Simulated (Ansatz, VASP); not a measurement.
**SiWAu (SiWAu in the AlB2 type): VASP beside Ansatz**

Aim: how closely do two programs agree when they are given the same cell, functional and k mesh? The cell is generated by rule, not measured, and may not be a known phase. The cell is taken from a series of runs on this material, whose earlier steps may have relaxed, scaled, displaced or heated it; both programs get it as it stands.

Program: Ansatz 0.2.0. Level of theory: plane waves, with VASP 6.6.1 beside it; zone-centre phonons at PBEsol. Results are calculated unless marked as measured.

The structure was built from a prototype and need not be the compound's stable phase.

## 1. The structure

Symmetry: P-6m2, No. 187, hexagonal system. Conventional cell: a = 4.359 Å, b = 4.359 Å, c = 2.742 Å, α = 90.00°, β = 90.00°, γ = 120.00°. Nearest to W lie 2 W at 2.74 Å and 6 Si at 2.87 Å and 6 Au at 2.87 Å. Nearest to Si lie 3 Au at 2.52 Å and 2 Si at 2.74 Å and 6 W at 2.87 Å. Au has 3 Si at 2.52 Å and 2 Au at 2.74 Å and 6 W at 2.87 Å nearest. Farther neighbours are not listed.

## 2. VASP: zone-centre phonons, PBEsol

Second derivatives magnify differences that forces hide, and they need a tight electronic threshold.

Lines of VASP's logs that name or quote its potential files are left out, and so is its time.

File INCAR:

```
SYSTEM = SiWAu
PREC = Accurate
ENCUT = 600
EDIFF = 1E-08
NELM = 120
ISMEAR = 1
SIGMA = 0.2
LREAL = .FALSE.
ALGO = Normal
GGA = PS
NBANDS = 16
LASPH = .TRUE.
LORBIT = 11
LWAVE = .FALSE.
LCHARG = .FALSE.
ISIF = 2
IBRION = 8
GGA_COMPAT = .FALSE.
KPAR = 2
```

File POSCAR:

```
SiWAu
1.0
    4.3590189656      0.0000000000      0.0000000000
   -2.1795094828      3.7750211598      0.0000000000
    0.0000000000      0.0000000000      2.7423848721
W Si Au
1 1 1
Direct
    0.0000000000      0.0000000000      0.0000000000
    0.3333333333      0.6666666667      0.5000000000
    0.6666666667      0.3333333333      0.5000000000
```

File KPOINTS:

```
Automatic mesh
0
Gamma
4 4 6
0 0 0
```

Potentials, in the order of the species: W, Si and Au (PBE family, release 64).

Run with:

```
> mpirun -np 2 vasp_std
```

Numbers of over 12 decimals in the logs are rounded to 6 here.

Log:

```text
[banner, memory and clock lines left out]
running    2 mpi-ranks, on    1 nodes
 distrk:  each k-point on    1 cores,    2 groups
 distr:  one band on    1 cores,    1 groups

 POSCAR found type information on POSCAR W SiAu
 POSCAR found :  3 types and       3 ions
|                                                                             |
|               ----> ADVICE to this user running VASP <----                  |
|                                                                             |
|     You enforced a specific xc type in the INCAR file but a different       |
|     [... a line on the potential file left out ...]
|     I HOPE YOU KNOW WHAT YOU ARE DOING!                                     |
|                                                                             |

 LDA part: xc-table for (Slater+PW92), standard interpolation
 POSCAR, INCAR and KPOINTS ok, starting setup
 FFT: planning ... GRIDC
 FFT: planning ... GRID_SOFT
 FFT: planning ... GRID
 WAVECAR not read
 entering main loop
       N       E                     dE             d eps       ncg     rms          rms(c)
DAV:   1     0.973928150219E+02    0.97393E+02   -0.10614E+04   512   0.131E+03
DAV:   2    -0.214800483757E+02   -0.11887E+03   -0.11485E+03   656   0.281E+02
DAV:   3    -0.245715195110E+02   -0.30915E+01   -0.30479E+01   672   0.425E+01
DAV:   4    -0.245963531418E+02   -0.24834E-01   -0.24820E-01   600   0.439E+00
DAV:   5    -0.245966777777E+02   -0.32464E-03   -0.32461E-03   664   0.469E-01    0.232E+01
DAV:   6    -0.228478175685E+02    0.17489E+01   -0.83443E+00   592   0.277E+01    0.144E+01
DAV:   7    -0.226833085201E+02    0.16451E+00   -0.10529E+00   664   0.101E+01    0.497E+00
DAV:   8    -0.226156415047E+02    0.67667E-01   -0.24410E-01   608   0.424E+00    0.276E+00
DAV:   9    -0.226063455845E+02    0.92959E-02   -0.26301E-02   672   0.127E+00    0.421E-01
DAV:  10    -0.226059696559E+02    0.37593E-03   -0.13125E-03   560   0.239E-01    0.225E-01
DAV:  11    -0.226059090164E+02    0.60639E-04   -0.24891E-04   648   0.115E-01    0.337E-02
DAV:  12    -0.226059031976E+02    0.58188E-05   -0.24051E-05   624   0.360E-02    0.158E-02
DAV:  13    -0.226059032258E+02   -0.28136E-07   -0.20448E-06   680   0.150E-02    0.266E-03
DAV:  14    -0.226059032019E+02    0.23824E-07   -0.16111E-07   600   0.255E-03    0.967E-04
DAV:  15    -0.226059031677E+02    0.34279E-07   -0.71982E-09   432   0.815E-04    0.188E-04
DAV:  16    -0.226059031525E+02    0.15176E-07   -0.91302E-10   312   0.281E-04    0.905E-05
DAV:  17    -0.226059031527E+02   -0.26080E-09   -0.12647E-10   352   0.105E-04
   1 F= -.22605903E+02 E0= -.22604370E+02  d E =-.459980E-02
 Linear response reoptimize wavefunctions to high precision
DAV:   1    -0.226059031523E+02    0.44793E-09   -0.23273E-11   320   0.438E-05
DAV:   2    -0.226059031523E+02    0.30013E-10   -0.33752E-12   304   0.186E-05
 Linear response DOF=           6
 Linear response progress:
  Degree of freedom:   1/  6
       N       E                     dE             d eps       ncg     rms          rms(c)
RMM:   1    -0.132455653540E+00   -0.13246E+00   -0.10814E-01  2383   0.170E+00
RMM:   2    -0.128741175914E+00    0.37145E-02   -0.29863E-03  1952   0.297E-01    0.134E-01
RMM:   3    -0.128589678416E+00    0.15150E-03   -0.31805E-04  2055   0.936E-02    0.696E-02
RMM:   4    -0.128684688003E+00   -0.95010E-04   -0.17994E-04  2033   0.759E-02    0.138E-02
RMM:   5    -0.128694000257E+00   -0.93123E-05   -0.13802E-05  2066   0.194E-02    0.366E-03
RMM:   6    -0.128696822990E+00   -0.28227E-05   -0.20541E-07  2139   0.282E-03    0.142E-03
RMM:   7    -0.128697718309E+00   -0.89532E-06   -0.49441E-07  2085   0.115E-03    0.258E-04
RMM:   8    -0.128697576166E+00    0.14214E-06   -0.63888E-08  2173   0.320E-04    0.140E-04
RMM:   9    -0.128697079122E+00    0.49704E-06    0.17727E-08  2132   0.159E-04    0.408E-05
RMM:  10    -0.128696785758E+00    0.29336E-06    0.74730E-08  2107   0.800E-05    0.107E-05
RMM:  11    -0.128696777093E+00    0.86647E-08    0.49165E-08  2147   0.184E-05    0.312E-06
 first order change of Fermi-energy  -0.29804E-03
 force on displaced ion       1 direction 1 :  -5.783  -0.001   0.000
 Linear response progress:
  Degree of freedom:   2/  6
       N       E                     dE             d eps       ncg     rms          rms(c)
RMM:   1    -0.110174577110E+00   -0.11017E+00   -0.87051E-02  1018   0.163E+00
RMM:   2    -0.108913492819E+00    0.12611E-02   -0.18404E-03   888   0.233E-01    0.135E-01
RMM:   3    -0.108235829162E+00    0.67766E-03   -0.26236E-04   887   0.845E-02    0.772E-02
RMM:   4    -0.107869972689E+00    0.36586E-03   -0.32384E-04   878   0.986E-02    0.110E-02
RMM:   5    -0.107882947270E+00   -0.12975E-04   -0.32449E-06   945   0.118E-02    0.173E-03
RMM:   6    -0.107884924381E+00   -0.19771E-05   -0.11372E-07   923   0.162E-03    0.447E-04
RMM:   7    -0.107884917863E+00    0.65172E-08   -0.86721E-09   936   0.533E-04    0.196E-04
 first order change of Fermi-energy   0.43456E-03
 force on displaced ion       1 direction 3 :  -0.000   0.000  -3.838
 Linear response progress:
  Degree of freedom:   3/  6
       N       E                     dE             d eps       ncg     rms          rms(c)
RMM:   1    -0.227764822705E-01   -0.22776E-01    0.57829E-02  3365   0.105E+00
RMM:   2    -0.225847975558E-01    0.19168E-03   -0.10229E-03  2032   0.231E-01    0.128E-01
RMM:   3    -0.226197276540E-01   -0.34930E-04   -0.49738E-04  1984   0.110E-01    0.629E-02
RMM:   4    -0.227372469483E-01   -0.11752E-03   -0.10392E-04  2063   0.488E-02    0.223E-02
RMM:   5    -0.227246880272E-01    0.12559E-04   -0.20985E-06  2059   0.111E-02    0.339E-03
RMM:   6    -0.227325151778E-01   -0.78272E-05    0.78555E-08  2075   0.314E-03    0.117E-03
RMM:   7    -0.227298968241E-01    0.26184E-05    0.26906E-08  2089   0.933E-04    0.441E-04
RMM:   8    -0.227299261369E-01   -0.29313E-07    0.19057E-08  2173   0.231E-04    0.125E-04
RMM:   9    -0.227303027371E-01   -0.37660E-06    0.70295E-08  2114   0.129E-04    0.238E-05
RMM:  10    -0.227302787041E-01    0.24033E-07    0.51816E-08  2198   0.284E-05    0.123E-05
RMM:  11    -0.227302865602E-01   -0.78560E-08    0.87064E-09  2130   0.142E-05    0.173E-06
 first order change of Fermi-energy   0.16930E-03
 force on displaced ion       2 direction 1 :  -7.271  -0.001   0.000
 Linear response progress:
  Degree of freedom:   4/  6
       N       E                     dE             d eps       ncg     rms          rms(c)
RMM:   1    -0.108969441911E-01   -0.10897E-01   -0.52098E-03  1236   0.578E-01
RMM:   2    -0.103966392057E-01    0.50030E-03   -0.21732E-04   905   0.110E-01    0.533E-02
RMM:   3    -0.103950833820E-01    0.15558E-05   -0.32402E-05   907   0.326E-02    0.302E-02
RMM:   4    -0.104360793194E-01   -0.40996E-04   -0.27492E-05   893   0.276E-02    0.546E-03
RMM:   5    -0.104217796858E-01    0.14300E-04   -0.10562E-06   926   0.641E-03    0.627E-04
RMM:   6    -0.104215334839E-01    0.24620E-06   -0.89056E-09   926   0.779E-04    0.356E-04
RMM:   7    -0.104207129884E-01    0.82050E-06   -0.54245E-09   931   0.378E-04    0.480E-05
RMM:   8    -0.104207943734E-01   -0.81385E-07   -0.30787E-10   933   0.877E-05    0.313E-05
RMM:   9    -0.104208383616E-01   -0.43988E-07   -0.25215E-10   952   0.277E-05    0.110E-05
RMM:  10    -0.104208353652E-01    0.29964E-08   -0.75913E-10   942   0.125E-05    0.142E-06
 first order change of Fermi-energy   0.95083E-04
 force on displaced ion       2 direction 3 :   0.000  -0.000  -0.744
 Linear response progress:
  Degree of freedom:   5/  6
       N       E                     dE             d eps       ncg     rms          rms(c)
RMM:   1    -0.298760542867E+00   -0.29876E+00   -0.22835E-01  2287   0.386E+00
RMM:   2    -0.295266310605E+00    0.34942E-02   -0.49665E-03  1943   0.536E-01    0.146E-01
RMM:   3    -0.294868950893E+00    0.39736E-03   -0.50321E-04  2035   0.144E-01    0.825E-02
RMM:   4    -0.294954438048E+00   -0.85487E-04   -0.43193E-04  2071   0.123E-01    0.226E-02
RMM:   5    -0.294978871670E+00   -0.24434E-04   -0.23782E-05  2064   0.329E-02    0.774E-03
RMM:   6    -0.294958444845E+00    0.20427E-04   -0.45125E-06  2115   0.130E-02    0.301E-03
RMM:   7    -0.294935869683E+00    0.22575E-04   -0.97355E-07  2091   0.492E-03    0.560E-04
RMM:   8    -0.294927854178E+00    0.80155E-05   -0.43823E-08  2195   0.136E-03    0.147E-04
RMM:   9    -0.294928172736E+00   -0.31856E-06    0.80465E-07  2143   0.454E-04    0.402E-05
RMM:  10    -0.294927777950E+00    0.39479E-06    0.27396E-07  2171   0.979E-05    0.206E-05
RMM:  11    -0.294927744246E+00    0.33703E-07   -0.23663E-08  2258   0.200E-05    0.132E-05
RMM:  12    -0.294927824430E+00   -0.80184E-07   -0.73589E-09  2179   0.321E-05    0.275E-06
RMM:  13    -0.294927809531E+00    0.14899E-07   -0.24961E-08  2209   0.793E-06    0.195E-06
RMM:  14    -0.294927798387E+00    0.11144E-07   -0.25749E-11  1771   0.369E-06    0.794E-07
RMM:  15    -0.294927792251E+00    0.61354E-08    0.27016E-10  1632   0.327E-06    0.710E-08
 first order change of Fermi-energy   0.86991E-04
 force on displaced ion       3 direction 1 : -10.687   0.002   0.000
 Linear response progress:
  Degree of freedom:   6/  6
       N       E                     dE             d eps       ncg     rms          rms(c)
RMM:   1    -0.269817692922E+00   -0.26982E+00   -0.22019E-01  1041   0.369E+00
RMM:   2    -0.268407412530E+00    0.14103E-02   -0.38241E-03   879   0.472E-01    0.150E-01
RMM:   3    -0.267567982061E+00    0.83943E-03   -0.81817E-04   893   0.172E-01    0.727E-02
RMM:   4    -0.267366637057E+00    0.20135E-03   -0.80046E-04   915   0.155E-01    0.175E-02
RMM:   5    -0.267307341789E+00    0.59295E-04   -0.30836E-05   890   0.377E-02    0.671E-03
RMM:   6    -0.267278759525E+00    0.28582E-04   -0.79180E-06   899   0.161E-02    0.199E-03
RMM:   7    -0.267262358655E+00    0.16401E-04   -0.10944E-07   950   0.274E-03    0.129E-03
RMM:   8    -0.267250463385E+00    0.11895E-04   -0.80279E-08   905   0.173E-03    0.221E-04
RMM:   9    -0.267248198481E+00    0.22649E-05   -0.12761E-09   974   0.435E-04    0.379E-05
RMM:  10    -0.267247195499E+00    0.10030E-05    0.14935E-08   957   0.581E-05    0.989E-06
RMM:  11    -0.267247196879E+00   -0.13798E-08    0.11976E-08   996   0.102E-05    0.778E-06
 first order change of Fermi-energy   0.18136E-03
 force on displaced ion       3 direction 3 :   0.000  -0.000  -4.594
 Linear response finished
```

Parts of OUTCAR (step 2):

```text
ion  position               nearest neighbor table
   1  0.000  0.000  0.000-   2 2.87   3 2.87   2 2.87   3 2.87   3 2.87   3 2.87   2 2.87   2 2.87
                             3 2.87   3 2.87   2 2.87   2 2.87
   2  0.333  0.667  0.500-   3 2.52   3 2.52   3 2.52   1 2.87   1 2.87   1 2.87   1 2.87   1 2.87
                             1 2.87
   3  0.667  0.333  0.500-   2 2.52   2 2.52   2 2.52   1 2.87   1 2.87   1 2.87   1 2.87   1 2.87
                             1 2.87

  LATTYP: Found a hexagonal cell.
 ALAT       =     4.3590189656
 C/A-ratio  =     0.6291289150

 Subroutine GETGRP returns: Found 12 space group operations
 (whereof 12 operations were pure point group operations)

The static configuration has the point symmetry D_3h.

 Found     16 irreducible k-points:

   k-points           NKPTS =     16   k-points in BZ     NKDIM =     16   number of bands    NBANDS=     16

   dimension x,y,z NGX =    36 NGY =   36 NGZ =   24
   dimension x,y,z NGXF=    72 NGYF=   72 NGZF=   48

   ENCUT  =  600.0 eV  44.10 Ry    6.64 a.u.   8.71  8.71  5.48*2*pi/ulx,y,z

   NELECT =      21.0000    total number of electrons

 k-points in reciprocal lattice and weights: Automatic mesh
   0.00000000  0.00000000  0.00000000       0.010
   0.25000000  0.00000000  0.00000000       0.062
   0.50000000  0.00000000  0.00000000       0.031
   0.25000000  0.25000000  0.00000000       0.062
   0.00000000  0.00000000  0.16666667       0.021
   0.25000000  0.00000000  0.16666667       0.125
   0.50000000  0.00000000  0.16666667       0.062
   0.25000000  0.25000000  0.16666667       0.125
   0.00000000  0.00000000  0.33333333       0.021
[...]
0.50000000  0.00000000  0.50000000       0.031
   0.25000000  0.25000000  0.50000000       0.062

 average (electrostatic) potential at core
       1 -35.4648       2 -79.7974       3 -64.7245

  Total       -0.2745750     -0.2745750     -0.2000235      0.0000000      0.0000000      0.0000000
  in kB       -9.7484381     -9.7484381     -7.1015811      0.0000000      0.0000000      0.0000000
  external PRESSURE =      -8.8661525 kB  Pullay stress =       0.0000000 kB

  energy-cutoff  :      600.00
  volume of cell :       45.13
      direct lattice vectors                 reciprocal lattice vectors
     4.359018966  0.000000000  0.000000000     0.229409417  0.132449589  0.000000000
    -2.179509483  3.775021160  0.000000000     0.000000000  0.264899177  0.000000000
     0.000000000  0.000000000  2.742384872     0.000000000  0.000000000  0.364646119

 POSITION                                       TOTAL-FORCE (eV/Angst)
 -----------------------------------------------------------------------------------
      0.00000      0.00000      0.00000         0.000000     -0.000000      0.000000
     -0.00000      2.51668      1.37119        -0.000000      0.000000      0.000000
      2.17951      1.25834      1.37119        -0.000000     -0.000000      0.000000
 -----------------------------------------------------------------------------------
    total drift:                                0.000000     -0.000000     -0.000000

 Eigenvectors and eigenvalues of the dynamical matrix
 ----------------------------------------------------

   1 f  =    8.387152 THz    52.698029 2PiTHz  279.765270 cm-1    34.686457 meV
             X         Y         Z           dx          dy          dz
      0.000000  0.000000  0.000000     0.000000    0.029857   -0.000000
     -0.000000  2.516681  1.371192    -0.000004   -0.944278   -0.000000
      2.179509  1.258340  1.371192     0.000001    0.327792    0.000000

   2 f  =    8.387152 THz    52.698029 2PiTHz  279.765270 cm-1    34.686457 meV
             X         Y         Z           dx          dy          dz
      0.000000  0.000000  0.000000    -0.029857    0.000000    0.000000
     -0.000000  2.516681  1.371192     0.944278   -0.000004   -0.000000
      2.179509  1.258340  1.371192    -0.327792    0.000001   -0.000000

   3 f  =    3.725141 THz    23.405751 2PiTHz  124.257326 cm-1    15.405938 meV
             X         Y         Z           dx          dy          dz
      0.000000  0.000000  0.000000     0.000009   -0.741267   -0.000000
     -0.000000  2.516681  1.371192    -0.000002    0.199079   -0.000000
      2.179509  1.258340  1.371192    -0.000008    0.641007    0.000000

   4 f  =    3.725141 THz    23.405751 2PiTHz  124.257326 cm-1    15.405938 meV
             X         Y         Z           dx          dy          dz
      0.000000  0.000000  0.000000    -0.741267   -0.000009   -0.000000
     -0.000000  2.516681  1.371192     0.199079    0.000002    0.000000
      2.179509  1.258340  1.371192     0.641007    0.000008    0.000000

   5 f  =    3.332548 THz    20.939016 2PiTHz  111.161835 cm-1    13.782305 meV
             X         Y         Z           dx          dy          dz
      0.000000  0.000000  0.000000     0.000000    0.000000   -0.588246
     -0.000000  2.516681  1.371192    -0.000000   -0.000000   -0.382966
      2.179509  1.258340  1.371192    -0.000000   -0.000000    0.712252

   6 f  =    2.484687 THz    15.611751 2PiTHz   82.880249 cm-1    10.275837 meV
             X         Y         Z           dx          dy          dz
      0.000000  0.000000  0.000000     0.000000    0.000000    0.451623
     -0.000000  2.516681  1.371192     0.000000    0.000000   -0.886186
      2.179509  1.258340  1.371192     0.000000    0.000000   -0.103493

   7 f/i=    0.000414 THz     0.002601 2PiTHz    0.013809 cm-1     0.001712 meV
             X         Y         Z           dx          dy          dz
      0.000000  0.000000  0.000000    -0.045139    0.669025   -0.000000
     -0.000000  2.516681  1.371192    -0.017645    0.261526   -0.000000
      2.179509  1.258340  1.371192    -0.046719    0.692444   -0.000000

   8 f/i=    0.000414 THz     0.002601 2PiTHz    0.013809 cm-1     0.001712 meV
             X         Y         Z           dx          dy          dz
      0.000000  0.000000  0.000000    -0.669025   -0.045139    0.000000
     -0.000000  2.516681  1.371192    -0.261526   -0.017645    0.000000
      2.179509  1.258340  1.371192    -0.692444   -0.046719    0.000000

   9 f/i=    0.003477 THz     0.021849 2PiTHz    0.115995 cm-1     0.014382 meV
             X         Y         Z           dx          dy          dz
      0.000000  0.000000  0.000000     0.000000   -0.000000   -0.670822
     -0.000000  2.516681  1.371192     0.000000   -0.000000   -0.260790
      2.179509  1.258340  1.371192     0.000000   -0.000000   -0.694252

 ELASTIC MODULI CONTR FROM IONIC RELAXATION (kBar)
 Direction    XX          YY          ZZ          XY          YZ          ZX
 --------------------------------------------------------------------------------
 XX       -1553.4654   1553.4654      0.0000     -0.0000      0.0000      0.0000
 YY        1553.4654  -1553.4654      0.0000      0.0000      0.0000      0.0000
 ZZ           0.0000      0.0000      0.0000      0.0000      0.0000      0.0000
 XY          -0.0000      0.0000      0.0000  -1553.4654      0.0000      0.0000
 YZ           0.0000      0.0000      0.0000      0.0000      0.0000      0.0000
 ZX           0.0000      0.0000      0.0000      0.0000      0.0000      0.0000
 --------------------------------------------------------------------------------
```

(Part 1 of 2 ends here.)

[Lines on the potential files, build, host, timing and source positions are cut from VASP's logs without a mark.]

[Logs are printed without paths, hosts, clocks, repeated set-up lines and the standing remarks that a program may print on its own settings, such as how far it seeks lower states.]

[Hosts, paths, dates, database ids (printed as entryN), source tags and the programs' standing remarks are cut or masked in the printed files.]
